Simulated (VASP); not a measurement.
# MgB₂ (P6/mmm): pressure and energy within 6% of the equilibrium volume, PBEsol + D3(BJ)

We have to decide whether, once the equilibrium volume is known, two static calculations are enough to turn a small volume change of MgB₂ into a pressure and an energy, or whether each volume must be run separately. This matters wherever many strained cells are to be screened. The series scales one relaxed cell evenly through seven volumes. Volume changes are counted from the minimum of the Birch-Murnaghan fit, and energies, per atom, from the lowest point of the series. The pressure is the mean of the diagonal stress components, positive when the cell is compressed. The test is internal: a model fixed on two pressures must return the other pressures and, with no further fitting, the energies.

## Set-up

A cell from a diffraction database, relaxed at this level and then scaled evenly, fractional positions kept. VASP 6.6.1, plane waves with PAW, PBEsol + D3(BJ), cutoff 420 eV, k mesh 7×7×6, no spin polarisation, no spin-orbit coupling, static lattice. A Birch-Murnaghan fit to the energies has its minimum at 9.22 Å³ per atom.

Notes on method and selection:

- The pressure is that of a finite plane-wave basis, so it need not vanish exactly at the minimum of the energy.
- Only series whose fit has its minimum inside the range and an error under 0.5 meV per atom are shown.
- Where rows or columns differ in functional or spin-orbit coupling, non-spherical gradient terms in the PAW spheres (LASPH) may be on in some and off in others.
- Runs that did not converge, have known faults or may not be shown are not listed, and runs on Ansatz's PAW sets soft_1 and soft_2 are kept to separate tables.

Columns:

- volume change (%): volume relative to the fitted equilibrium volume.
- pressure (GPa): pressure from the stress tensor (positive: compressed).
- energy (meV/atom): energy per atom above the lowest point of the series.

Input lines of one member:

```
PREC = Accurate
ENCUT = 420
EDIFF = 1E-06
NELM = 100
ISMEAR = 0
SIGMA = 0.05
LREAL = .FALSE.
ALGO = Normal
GGA = PS
IVDW = 12
NBANDS = 10
LORBIT = 11
KPAR = 2
ISIF = 2
```

Command (options for logging and memory left out): `mpirun -np 2 vasp_std`

## Numbers

| member | volume change (%) | pressure (GPa) | energy (meV/atom) |
| --- | --- | --- | --- |
| 8.67 Å³ | −5.99 | 11.40 | 18.76 |
| 8.86 Å³ | −3.99 | 7.24 | 8.06 |
| 9.04 Å³ | −1.99 | 3.45 | 1.94 |
| 9.23 Å³ | 0.01 | 0.00 | 0.00 |
| 9.41 Å³ | 2.01 | −3.14 | 1.85 |
| 9.59 Å³ | 4.01 | −6.00 | 7.15 |
| 9.78 Å³ | 6.01 | −8.61 | 15.59 |

Least-squares fits to the whole series, with x = volume change (%); R² and errors in the fitted variable (y, or ln y where the fit is in ln y):

| y | members | fit | R² | rms residual | leave-one-out rms | the same for the mean of the others |
| --- | --- | --- | --- | --- | --- | --- |
| pressure (GPa) | 7 | y = 0.016629 − 1.6633 x + 0.038750 x² | 1.00 | 0.028 | 0.074 | 7.8 |
| energy (meV/atom) | 7 | y = −0.01363 − 0.2135 x + 0.4773 x² | 1.00 | 0.34 | 0.90 | 7.8 |

## Mechanism

The pressure falls from 11.40 GPa at the smallest volume to −8.61 GPa at the largest, and the energy rises on both sides of equilibrium. Neither curve is symmetric: compression by 5.99% costs 18.76 meV/atom, expansion by 6.01% only 15.59. The crystal stiffens as it is compressed, because at shorter distances the repulsion between overlapping electron shells and the kinetic energy of the electrons grow faster than the attraction.

The simplest model that carries this has two parameters, the bulk modulus B₀ at equilibrium and its pressure derivative B′. We assume that

- the pressure is zero at the equilibrium volume V₀;
- the bulk modulus, B = −V dP/dV, grows linearly with pressure, B = B₀ + B′P;
- the relative volume change s = (V − V₀)/V₀ is small, so that terms beyond s² in the pressure can be dropped.

With V = V₀(1 + s), the definition of B gives

dP/ds = −(B₀ + B′P)/(1 + s).

To lowest order P = −B₀s. Putting this on the right-hand side and keeping terms linear in s gives

dP/ds = −B₀[1 − (1 + B′)s].

Integration from s = 0 yields

P = −B₀s + ½B₀(1 + B′)s².

In terms of the tabulated percentage x = 100s this is

P = −bx + cx², with b = B₀/100 and c = B₀(1 + B′)/20000.

The energy is the work done against the pressure, E = −∫P dV, and therefore

E = (V₀/100)(bx²/2 − cx³/3).

The term in c raises the pressure on both sides. It adds to the energy of compression and takes from that of expansion, which is the asymmetry seen in the table.

## Testing the model

We fix the model on the members at 8.86 and 9.59 Å³. Dividing each pressure by its volume change gives two equations:

- 8.86 Å³: 7.24 / 3.99 = 1.8145, which equals b + 3.99c
- 9.59 Å³: b − 4.01c = 6.00 / 4.01 = 1.4963

Hence c = (1.8145 − 1.4963) / (3.99 + 4.01) = 0.0398 GPa per %², and b = 1.4963 + 4.01 × 0.0398 = 1.656 GPa per %. This means B₀ = 166 GPa and B′ = 200 × 0.0398 / 1.656 − 1 = 3.8.

Pressures of four other members, in GPa:

- 8.67 Å³: 1.656 × 5.99 + 0.0398 × 5.99² = 11.35; table 11.40
- 9.04 Å³: 1.656 × 1.99 + 0.0398 × 1.99² = 3.45; table 3.45
- 9.41 Å³: −1.656 × 2.01 + 0.0398 × 2.01² = −3.17; table −3.14
- 9.78 Å³: −1.656 × 6.01 + 0.0398 × 6.01² = −8.51; table −8.61

For the energy, 1 GPa Å³ is 6.242 meV, so the prefactor is 9.22 / 100 × 6.242 = 0.5755. In meV/atom:

- 8.67 Å³: 0.5755 × (1.656 × 5.99² / 2 + 0.0398 × 5.99³ / 3) = 18.74; table 18.76
- 9.04 Å³: 0.5755 × (1.656 × 1.99² / 2 + 0.0398 × 1.99³ / 3) = 1.95; table 1.94
- 9.41 Å³: 0.5755 × (1.656 × 2.01² / 2 − 0.0398 × 2.01³ / 3) = 1.86; table 1.85
- 9.78 Å³: 0.5755 × (1.656 × 6.01² / 2 − 0.0398 × 6.01³ / 3) = 15.55; table 15.59

Over the five members not used to fix it, the model misses the pressure by typically 0.05 GPa, against 7.8 GPa for the mean of the others. No energy in the series is missed by more than 0.04 meV/atom.

## Departures from the trend

The pressure model is weakest at the two ends. It gives 0.05 GPa too little compression at −5.99% and 0.10 GPa too little tension at 6.01%. The assumption that fails is the cut after s²: the next term, −B₀(1 + B′)(2 + B′)s³/6, has the sign needed at both ends and, once the model is pinned near ±4%, leaves a miss of roughly 0.1 GPa. The smaller misses nearer equilibrium are of the size expected from the same cut together with the rounding of the inputs. Dropping the s² term as well would be far worse, giving 1.656 × 5.99 = 9.92 GPa where the table has 11.40.

A larger limit lies in the path itself. The axial ratio was held fixed, and the stress is larger in magnitude within the boron planes, with their stiff covalent bonds, than along c. Under truly hydrostatic pressure the c axis would shorten more than a. The same volume change would then need a pressure smaller in magnitude, by a rough 5%, so B₀ here is somewhat too high for a hydrostatic experiment.

## Closing remarks

With the equilibrium volume known from a relaxation, two runs near ±4% are enough for volume changes within 6% at fixed cell shape. Of the omitted effects, the zero-point energy exceeds the energy span of the table: it is positive and roughly 80 meV/atom, though mostly common to all volumes. Its volume dependence adds a pressure equal to the Grüneisen parameter times the zero-point energy per volume. With that parameter assumed to be about 1.5, this is roughly 1.5 × 80 / 9.22 / 6.242 = 2.1 GPa.

The model should be used with relative volumes. This level puts equilibrium several percent below the volume of the diffraction cell, so at a given absolute volume its pressure is too low by several GPa. A likely contribution, not separated here, is the attraction that D3(BJ) adds to a functional that already favours compact cells; the missing zero-point pressure acts in the same direction.

[Logs are printed without paths, hosts, clocks, repeated set-up lines and the standing remarks that a program may print on its own settings, such as how far it seeks lower states.]
